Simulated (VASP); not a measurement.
# Nb: surface energy and work function by face

Aim: compare the low-index faces of Nb at one level of theory.

Calculated with VASP 6.6.1; PBE; plane waves and PAW (Nb_pv).

Most raw output is cut from this account.

## Step 1: Set-up

The structure is cubic, space group Im-3m (No. 229). The conventional cell has a = 3.300 Å, b = 3.300 Å, c = 3.300 Å, α = 90.00°, β = 90.00°, γ = 90.00°. Nearest to Nb lie 8 Nb at 2.86 Å.

As a file:

```cif
data_structure
_symmetry_space_group_name_H-M 'P 1'
_symmetry_Int_Tables_number 1
_cell_length_a 2.8579
_cell_length_b 2.8579
_cell_length_c 2.8579
_cell_angle_alpha 109.471
_cell_angle_beta 109.471
_cell_angle_gamma 109.471
_cell_volume 17.97
loop_
_atom_site_label
_atom_site_type_symbol
_atom_site_fract_x
_atom_site_fract_y
_atom_site_fract_z
_atom_site_occupancy
Nb1 Nb 0.00000 0.00000 0.00000 1
```

## Step 2: The bulk reference, job relaxation, k-mesh 16×16×16

The bulk crystal is relaxed first, so that the slabs are cut at this functional's lattice.

Contents of INCAR:

```
SYSTEM = Nb
PREC = Accurate
ENCUT = 420
EDIFF = 1E-06
NELM = 120
ISMEAR = 1
SIGMA = 0.15
LREAL = .FALSE.
ALGO = Normal
GGA = PE
NBANDS = 11
LASPH = .TRUE.
LORBIT = 11
LWAVE = .FALSE.
LCHARG = .FALSE.
KPAR = 4
IBRION = 2
NSW = 30
ISIF = 3
EDIFFG = -0.01
POTIM = 0.4
```

Contents of POSCAR:

```
Nb
1.0
   -1.6500000000      1.6500000000      1.6500000000
    1.6500000000     -1.6500000000      1.6500000000
    1.6500000000      1.6500000000     -1.6500000000
Nb
1
Direct
    0.0000000000      0.0000000000      0.0000000000
```

Contents of KPOINTS:

```
Automatic mesh
0
Gamma
16 16 16
0 0 0
```

PAW data sets: Nb_pv (PBE family, release 64).

Run with:

```console
$ mpirun -np 4 vasp_std
```

It took 14 s on 4 MPI ranks of Intel Xeon Platinum 8488C (Sapphire Rapids), shared host; peak memory 0.59 GiB.

This run has no spin polarisation. Its electron count is odd, so without a moment it is a metal by construction. The run keeps the 48 symmetry operations of its start, so it cannot find a distortion of lower symmetry.

The steps of the relaxation:

```csv
step,energy less that of the first step (eV),largest force (eV/Å),pressure (GPa),volume (Å³)
1,0.0000,0.0000,3.38,17.97
2,0.0025,0.0000,-4.08,18.77
3,-0.0035,0.0000,0.00,18.31
```

```
conventional cell, symmetrised  before  after  change
                         a (Å)   3.300  3.321  +0.6 %
                         b (Å)   3.300  3.321  +0.6 %
                         c (Å)   3.300  3.321  +0.6 %
              volume (Å³/atom)   17.97  18.31  +1.9 %
```

The relaxed structure:

```cif
data_structure
_symmetry_space_group_name_H-M 'P 1'
_symmetry_Int_Tables_number 1
_cell_length_a 2.8759
_cell_length_b 2.8759
_cell_length_c 2.8759
_cell_angle_alpha 109.471
_cell_angle_beta 109.471
_cell_angle_gamma 109.471
_cell_volume 18.31
loop_
_atom_site_label
_atom_site_type_symbol
_atom_site_fract_x
_atom_site_fract_y
_atom_site_fract_z
_atom_site_occupancy
Nb1 Nb 0.00000 0.00000 0.00000 1
```

Numbers from this step:

| Quantity | Value |
| --- | --- |
| electronic cycles | 24 |
| electrons | 11 |
| free energy (TOTEN) | -10.09 eV |
| energy at zero smearing | -10.09 eV |
| Fermi energy | 4.859 eV |
| metallic | yes |

The run ended after 3 ionic steps, 0.004 eV below its first step, once forces and stress met EDIFFG = -0.01.

Energy at zero smearing: -10.09227 eV.

## Step 3: The bulk reference, job self-consistent run, k-mesh 20×20×20

Contents of INCAR:

```
SYSTEM = Nb
PREC = Normal
ENCUT = 320
EDIFF = 1E-06
NELM = 120
ISMEAR = 1
SIGMA = 0.15
LREAL = .FALSE.
ALGO = Fast
GGA = PE
NBANDS = 11
LASPH = .TRUE.
LORBIT = 11
LWAVE = .FALSE.
LCHARG = .FALSE.
KPAR = 4
```

Contents of POSCAR:

```
Nb
1.0
   -1.6604003163      1.6604003163      1.6604003163
    1.6604003163     -1.6604003163      1.6604003163
    1.6604003163      1.6604003163     -1.6604003163
Nb
1
Direct
    0.0000000000      0.0000000000      0.0000000000
```

Contents of KPOINTS:

```
Automatic mesh
0
Gamma
20 20 20
0 0 0
```

Run with:

```console
$ mpirun -np 4 vasp_std
```

Wall time 5 s (4 MPI ranks); peak memory 0.5 GiB; 17 s of CPU time.

This step gave:

| Item | Value |
| --- | --- |
| electronic cycles | 14 |
| Fermi energy | 4.860 eV |

Energy at zero smearing: -10.08843 eV.

The run ends at a pressure of -0.38 GPa.

## Step 4: Relaxing the slab, 7 atoms, face Nb(110)

System of this step: Nb(110). The cell holds 7 atoms: 7 Nb. Its edges and angles: a = 3.321 Å, b = 2.876 Å, c = 29.089 Å, α = 90.0°, β = 90.0°, γ = 54.7°. It derives from Nb. 7 layers of bcc Nb, cut at this functional's lattice. Vacuum lies along c.

All atoms relax at the fixed cell.

Contents of INCAR:

```
SYSTEM = Nb
PREC = Normal
ENCUT = 320
EDIFF = 1E-05
NELM = 120
ISMEAR = 1
SIGMA = 0.15
LREAL = .FALSE.
ALGO = Fast
GGA = PE
NBANDS = 47
LASPH = .TRUE.
LORBIT = 11
LWAVE = .FALSE.
LCHARG = .FALSE.
KPAR = 4
IBRION = 2
NSW = 40
ISIF = 2
EDIFFG = -0.03
POTIM = 0.4
MAXMIX = 40
```

Contents of POSCAR:

```
Nb
1.0
    3.3208006326      0.0000000000      0.0000000000
    1.6604003163      2.3481606463      0.0000000000
    0.0000000000      0.0000000000     29.0889638777
Nb
7
Direct
    0.0000000000      0.0000000000      0.2578297400
    0.5000000000      0.0000000000      0.3385531600
    0.0000000000      0.0000000000      0.4192765800
    0.5000000000      0.0000000000      0.5000000000
    0.0000000000      0.0000000000      0.5807234200
    0.5000000000      0.0000000000      0.6614468400
    0.0000000000      0.0000000000      0.7421702600
```

Contents of KPOINTS:

```
Automatic mesh
0
Gamma
13 13 1
0 0 0
```

Run with:

```console
$ mpirun -np 4 vasp_std
```

Wall time 6.5 min (4 MPI ranks); peak memory 1.2 GiB; 26 min of CPU time.

The run keeps the 8 symmetry operations of its start, so it cannot find a distortion of lower symmetry.

Step by step:

```
step  energy less that of the first step (eV)  largest force (eV/Å)
   1                                   0.0000                0.3711
   2                                  -0.0168                0.2783
   3                                  -0.0295                0.1302
   4                                  -0.0307                0.0844
   5                                  -0.0307                0.0822
   6                                  -0.0322                0.0530
   7                                  -0.0335                0.0334
   8                                  -0.0337                0.0259
```

The atoms that moved most (Å):

| atom | dx | dy | dz | length |
| --- | --- | --- | --- | --- |
| Nb1 | 0.000 | 0.000 | 0.058 | 0.058 |
| Nb7 | 0.000 | 0.000 | -0.058 | 0.058 |
| Nb2 | 0.000 | 0.000 | -0.029 | 0.029 |
| Nb6 | 0.000 | 0.000 | 0.029 | 0.029 |
| Nb5 | 0.000 | 0.000 | 0.013 | 0.013 |
| Nb3 | 0.000 | 0.000 | -0.013 | 0.013 |

Final coordinates:

```xyz
7
Lattice="3.3208 0.0000 0.0000 1.6604 2.3482 0.0000 0.0000 0.0000 29.0890" Properties=species:S:1:pos:R:3
Nb    0.0000    0.0000    7.5575
Nb    1.6604    0.0000    9.8190
Nb    0.0000    0.0000   12.1835
Nb    1.6604    0.0000   14.5445
Nb    0.0000    0.0000   16.9055
Nb    1.6604    0.0000   19.2699
Nb    0.0000    0.0000   21.5314
```

This step gave:

```
electronic cycles       : 97
electrons               : 77
free energy (TOTEN)     : -68.6066 eV
energy at zero smearing : -68.6058 eV
Fermi energy            : 0.9171 eV
```

The run ended after 8 ionic steps, 0.034 eV below its first step, once the forces on the free atoms met EDIFFG = -0.03.

## Step 5: Potential and states of the slab, 7 atoms, face Nb(110)

A static run writes the electrostatic potential without exchange and correlation (LVHAR), which is flat in the vacuum and gives the level to count from. The dipole correction cancels the field that unlike faces would set up across the vacuum.

Contents of INCAR:

```
SYSTEM = Nb
PREC = Normal
ENCUT = 320
EDIFF = 1E-06
NELM = 120
ISMEAR = 1
SIGMA = 0.15
LREAL = .FALSE.
ALGO = Fast
GGA = PE
NBANDS = 47
LASPH = .TRUE.
LORBIT = 11
LWAVE = .FALSE.
LCHARG = .TRUE.
KPAR = 4
IDIPOL = 3
LDIPOL = .TRUE.
DIPOL = 0.5 0.5 0.5
LVHAR = .TRUE.
LVACPOTAV = .TRUE.
NEDOS = 1500
```

Contents of POSCAR:

```
Nb
1.0
    3.3208006326      0.0000000000      0.0000000000
    1.6604003163      2.3481606463      0.0000000000
    0.0000000000      0.0000000000     29.0889638777
Nb
7
Direct
    0.0000000000      0.0000000000      0.2598075424
    0.5000000000      0.0000000000      0.3375522640
    0.0000000000      0.0000000000      0.4188345953
    0.5000000000      0.0000000000      0.5000000000
    0.0000000000      0.0000000000      0.5811654047
    0.5000000000      0.0000000000      0.6624477360
    0.0000000000      0.0000000000      0.7401924576
```

KPOINTS is that of step 4.

Run with:

```console
$ mpirun -np 4 vasp_std
```

Run time: 5.1 min. Hardware: 4 MPI ranks; peak memory 1.2 GiB.

Numbers from this step:

| Property | Result |
| --- | --- |
| electronic cycles | 57 |
| Fermi energy | 0.9188 eV |
| dipole moment | 0, 0, 0 e·Å |
| vacuum levels | 5.438, 5.438 eV |
| work functions of the upper and lower face | 4.519, 4.519 eV |

The planar average of the electrostatic potential oscillates, so the rows of the table below give means over windows of 2.39 Å about each position, cut where the curve ends. Its maxima inside the range that stand out by 2 % of the span (Å: eV): 8.6: -1.71, 11.0: -0.869, 13.4: -0.923, 15.7: -0.923, 18.1: -0.869, 20.5: -1.71. Its minima: 7.5: -8.44, 9.8: -8.27, 12.2: -8.23, 14.5: -8.26, 16.9: -8.23, 19.3: -8.27, 21.6: -8.44.

Zero at the Fermi level. Table of planar average of the electrostatic potential by height; means over each step:

```
height (Å)  planar average of the electrostatic potential (eV)
      1.20                                                4.52
      3.58                                                4.50
      5.97                                                1.09
      8.36                                               -5.34
     10.75                                               -4.84
     13.14                                               -4.84
     15.53                                               -4.84
     17.92                                               -4.83
     20.31                                               -5.34
     22.70                                               -1.02
     25.09                                                4.47
     27.48                                                4.52
```

Density of states in the PAW spheres, an atom over height of the layer and energy from the Fermi level.

Ten even steps from '0' (0.00 states/eV) to '9' (1.48 states/eV), each cell a mean:
```
5333335
8789878
9799979
8676768
9999999
8987898
3333333
6667666
6756576
4654564
2333332
0000000
0000000
0000000
0000000
0000000
0000000
0000000
0000000
0000000
0000000
0000000
```
Columns: height of the layer (Å) from 7.6 to 21.5; rows upwards: energy from the Fermi level (eV) from -7.9 to 0.5.

Valence density in the ca plane at fractional y = 0.000, with atoms of Nb within 0.2 Å of it. It is the smooth field of the valence electrons, not physical close to the nuclei.

Values in e/Å³, 5 rows by 16 columns, each cell a mean:
```
0.3 2.2 1.7 0.3 0.3 0.6 2.8 0.9 0.3 0.3 1.5 2.5 0.2 0.0 0.0 0.0
0.7 0.4 0.4 1.0 2.0 0.4 0.5 0.3 1.7 1.4 0.4 0.4 0.1 0.0 0.0 0.0
1.1 0.2 0.2 1.7 3.5 0.4 0.2 0.3 2.9 2.4 0.3 0.2 0.1 0.0 0.0 0.0
0.5 0.8 0.6 0.7 1.3 0.4 0.9 0.4 1.1 0.9 0.6 0.8 0.1 0.0 0.0 0.0
0.3 2.8 2.2 0.2 0.2 0.7 3.5 1.1 0.2 0.3 1.8 3.1 0.2 0.0 0.0 0.0
```
Columns run along c (16.0 Å, from fractional 0.36 to 0.91 of the cell), rows up along a (3.3 Å). Atoms in or near the plane, at fractional coordinates: Nb at (0.42, 0.00), Nb at (0.50, 0.50), Nb at (0.58, 0.00), Nb at (0.66, 0.50), Nb at (0.74, 0.00).

The map of layer states is cut here 0.5 eV above the Fermi level, so it leaves out the states above that.

The vacuum level lies 4.52 eV above the Fermi level at the upper face; both faces agree, as the slab has next to no dipole.

The program found no field-free point at its default tolerance, but its printed level agrees with the flat part of the planar average.

On this mesh the fine structure of the density of states is sampling noise, and high empty states may be cut by the number of bands.

## Step 6: Relaxing the slab, 9 atoms, face Nb(100)

System of this step: Nb(100). The cell holds 9 atoms: 9 Nb. Cell: a = 3.321 Å, b = 3.321 Å, c = 28.283 Å, α = 90.0°, β = 90.0°, γ = 90.0°. It derives from Nb. 9 layers of bcc Nb, cut at this functional's lattice. Vacuum lies along c.

Contents of INCAR:

```
SYSTEM = Nb
PREC = Normal
ENCUT = 320
EDIFF = 1E-05
NELM = 120
ISMEAR = 1
SIGMA = 0.15
LREAL = .FALSE.
ALGO = Fast
GGA = PE
NBANDS = 61
LASPH = .TRUE.
LORBIT = 11
LWAVE = .FALSE.
LCHARG = .FALSE.
KPAR = 4
IBRION = 2
NSW = 40
ISIF = 2
EDIFFG = -0.03
POTIM = 0.4
MAXMIX = 40
```

Contents of POSCAR:

```
Nb
1.0
    3.3208006326      0.0000000000      0.0000000000
    0.0000000000      3.3208006326      0.0000000000
    0.0000000000      0.0000000000     28.2832025304
Nb
9
Direct
    0.0000000000      0.0000000000      0.2651750600
    0.5000000000      0.5000000000      0.3238813000
    0.0000000000      0.0000000000      0.3825875300
    0.5000000000      0.5000000000      0.4412937700
    0.0000000000      0.0000000000      0.5000000000
    0.5000000000      0.5000000000      0.5587062300
    0.0000000000      0.0000000000      0.6174124700
    0.5000000000      0.5000000000      0.6761187000
    0.0000000000      0.0000000000      0.7348249400
```

Contents of KPOINTS:

```
Automatic mesh
0
Gamma
9 9 1
0 0 0
```

Run with:

```console
$ mpirun -np 4 vasp_std
```

It took 9.8 min on 4 MPI ranks; peak memory 0.99 GiB.

The run keeps the 16 symmetry operations of its start, so it cannot find a distortion of lower symmetry.

The steps of the relaxation:

```csv
step,energy less that of the first step (eV),largest force (eV/Å)
1,0.0000,1.0449
2,-0.1399,0.7870
3,-0.2375,0.3986
4,-0.2428,0.2071
5,-0.2431,0.2245
6,-0.2538,0.1248
7,-0.2561,0.0623
8,-0.2562,0.0746
9,-0.2571,0.0447
10,-0.2578,0.0773
11,-0.2583,0.0734
12,-0.2597,0.0572
13,-0.2614,0.0474
14,-0.2610,0.0393
15,-0.2612,0.0433
16,-0.2611,0.0406
17,-0.2612,0.0068
```

The atoms that moved most (Å):

```csv
atom,dx,dy,dz,length
Nb1,0.000,0.000,0.156,0.156
Nb9,0.000,0.000,-0.156,0.156
Nb7,0.000,0.000,0.052,0.052
Nb3,0.000,0.000,-0.052,0.052
Nb8,0.000,0.000,0.038,0.038
Nb2,0.000,0.000,-0.038,0.038
Nb4,0.000,0.000,0.025,0.025
Nb6,0.000,0.000,-0.025,0.025
```

Final coordinates:

```cif
data_structure
_symmetry_space_group_name_H-M 'P 1'
_symmetry_Int_Tables_number 1
_cell_length_a 3.3208
_cell_length_b 3.3208
_cell_length_c 28.2832
_cell_angle_alpha 90.000
_cell_angle_beta 90.000
_cell_angle_gamma 90.000
_cell_volume 311.90
loop_
_atom_site_label
_atom_site_type_symbol
_atom_site_fract_x
_atom_site_fract_y
_atom_site_fract_z
_atom_site_occupancy
Nb1 Nb 0.00000 0.00000 0.27068 1
Nb2 Nb 0.50000 0.50000 0.32255 1
Nb3 Nb 0.00000 0.00000 0.38076 1
Nb4 Nb 0.50000 0.50000 0.44217 1
Nb5 Nb 0.00000 0.00000 0.50000 1
Nb6 Nb 0.50000 0.50000 0.55783 1
Nb7 Nb 0.00000 0.00000 0.61924 1
Nb8 Nb 0.50000 0.50000 0.67745 1
Nb9 Nb 0.00000 0.00000 0.72932 1
```

Numbers from this step:

```
electronic cycles       : 234
electrons               : 99
free energy (TOTEN)     : -87.6537 eV
energy at zero smearing : -87.6572 eV
Fermi energy            : 1.069 eV
```

The run ended after 17 ionic steps, 0.261 eV below its first step, once the forces on the free atoms met EDIFFG = -0.03.

## Step 7: Potential and states of the slab, 9 atoms, face Nb(100)

Contents of INCAR:

```
SYSTEM = Nb
PREC = Normal
ENCUT = 320
EDIFF = 1E-06
NELM = 120
ISMEAR = 1
SIGMA = 0.15
LREAL = .FALSE.
ALGO = Fast
GGA = PE
NBANDS = 61
LASPH = .TRUE.
LORBIT = 11
LWAVE = .FALSE.
LCHARG = .TRUE.
KPAR = 4
IDIPOL = 3
LDIPOL = .TRUE.
DIPOL = 0.5 0.5 0.5
LVHAR = .TRUE.
LVACPOTAV = .TRUE.
NEDOS = 1500
```

Contents of POSCAR:

```
Nb
1.0
    3.3208006326      0.0000000000      0.0000000000
    0.0000000000      3.3208006326      0.0000000000
    0.0000000000      0.0000000000     28.2832025304
Nb
9
Direct
    0.0000000000      0.0000000000      0.2706799104
    0.5000000000      0.5000000000      0.3225530497
    0.0000000000      0.0000000000      0.3807647505
    0.5000000000      0.5000000000      0.4421708885
    0.0000000000      0.0000000000      0.5000000000
    0.5000000000      0.5000000000      0.5578291115
    0.0000000000      0.0000000000      0.6192352495
    0.5000000000      0.5000000000      0.6774469503
    0.0000000000      0.0000000000      0.7293200896
```

KPOINTS is that of step 6.

Run with:

```console
$ mpirun -np 4 vasp_std
```

It took 98 s on 4 MPI ranks; peak memory 0.94 GiB.

Numbers from this step:

* electronic cycles: 40
* free energy (TOTEN): -87.6536 eV
* energy at zero smearing: -87.6571 eV
* Fermi energy: 1.063 eV
* vacuum levels: 4.635, 4.635 eV
* work functions of the upper and lower face: 3.572, 3.572 eV

Zero at the Fermi level. Table of planar average of the electrostatic potential by height:

height (Å), planar average of the electrostatic potential (eV) and a bar from the least value:
```
        0       3.57 ##############################
        1       3.57 ##############################
        2       3.57 ##############################
        3       3.57 ##############################
        4       3.56 ##############################
        5       3.45 ##############################
        6       2.53 ###########################
        7      -2.82 ###########
        8      -6.20 
        9      -5.55 ##
       10      -4.96 ####
       11      -5.01 ####
       12      -4.38 ######
       13      -4.89 ####
       14      -5.12 ####
       15      -4.89 ####
       16      -4.94 ####
       17      -4.43 ######
       18      -5.00 ####
       19      -5.25 ###
       20      -6.32 
       21      -4.45 ######
       22       1.70 ########################
       23       3.34 #############################
       24       3.55 ##############################
       25       3.57 ##############################
       26       3.57 ##############################
       27       3.57 ##############################
       28       3.57 ##############################
```

Density of states in the PAW spheres, an atom over height of the layer and energy from the Fermi level.

Values in states/eV, 22 rows by 9 columns, each cell a mean:
```
2.24 0.68 0.71 0.81 0.57 0.81 0.71 0.68 2.24
1.03 0.64 0.77 1.05 0.85 1.05 0.77 0.64 1.03
1.12 0.84 1.22 1.49 1.47 1.49 1.22 0.84 1.12
1.28 0.91 1.03 1.15 1.31 1.15 1.03 0.91 1.28
1.26 1.21 1.16 1.14 1.29 1.14 1.16 1.21 1.26
1.38 1.78 1.49 1.37 1.30 1.37 1.49 1.78 1.38
0.95 1.03 0.73 0.63 0.59 0.63 0.73 1.03 0.95
0.92 1.07 0.92 0.89 0.88 0.89 0.92 1.07 0.92
0.92 1.08 1.00 0.99 1.04 0.99 1.00 1.08 0.92
0.66 0.96 0.83 0.70 0.69 0.70 0.83 0.96 0.66
0.39 0.68 0.67 0.59 0.55 0.59 0.67 0.68 0.39
0.10 0.19 0.18 0.16 0.17 0.16 0.18 0.19 0.10
0.07 0.11 0.09 0.07 0.08 0.07 0.09 0.11 0.07
0.03 0.06 0.08 0.07 0.07 0.07 0.08 0.06 0.03
0.03 0.05 0.06 0.04 0.03 0.04 0.06 0.05 0.03
0.01 0.02 0.04 0.04 0.04 0.04 0.04 0.02 0.01
0.00 0.00 0.01 0.01 0.01 0.01 0.01 0.00 0.00
0.00 0.00 0.00 0.00 0.00 0.00 0.00 0.00 0.00
0.00 0.00 0.00 0.00 0.00 0.00 0.00 0.00 0.00
0.00 0.00 0.00 0.00 0.00 0.00 0.00 0.00 0.00
0.00 0.00 0.00 0.00 0.00 0.00 0.00 0.00 0.00
0.00 0.00 0.00 0.00 0.00 0.00 0.00 0.00 0.00
```
Columns: height of the layer (Å) from 7.7 to 20.6 (not evenly spaced); rows upwards: energy from the Fermi level (eV) from -7.9 to 0.5.

Valence density in the ca plane at fractional y = 0.000, with atoms of Nb within 0.2 Å of it. It is the smooth field of the valence electrons, not physical close to the nuclei.

Ten even steps from '0' (0.0 e/Å³) to '9' (4.5 e/Å³), each cell a mean:
```
02687300001588410001488620002588410000000000
01343100000244200000234210001244200000000000
00011000000011000000011000000011000000000000
00000000000000000000000000000000000000000000
00000000000000000000000000000000000000000000
00000000000000000000000000000000000000000000
00122100000122100000122100000122100000000000
02575200001466310001367410001466300000000000
03798410001699510001499620002699510000000000
```
Columns run along c (16.0 Å, from fractional 0.34 to 0.91 of the cell), rows up along a (3.3 Å). Atoms in or near the plane, at fractional coordinates: Nb at (0.38, 0.00), Nb at (0.50, 0.00), Nb at (0.62, 0.00), Nb at (0.73, 0.00).

The map of layer states is cut here 0.5 eV above the Fermi level, so it leaves out the states above that.

The vacuum level lies 3.57 eV above the Fermi level at the upper face; both faces agree, as the slab has next to no dipole.

The program found no field-free point at its default tolerance, but its printed level agrees with the flat part of the planar average.

On this mesh the fine structure of the density of states is sampling noise, and high empty states may be cut by the number of bands.

(Continued in part 2 of 2.)

[Lines on the potential files, build, host, timing and source positions are cut from VASP's logs without a mark.]

[Logs are printed without paths, hosts, clocks, repeated set-up lines and the standing remarks that a program may print on its own settings, such as how far it seeks lower states.]

[Hosts, paths, dates, database ids (printed as entryN), source tags and the programs' standing remarks are cut or masked in the printed files.]

[Runs that stopped without an error message from VASP are left out.]
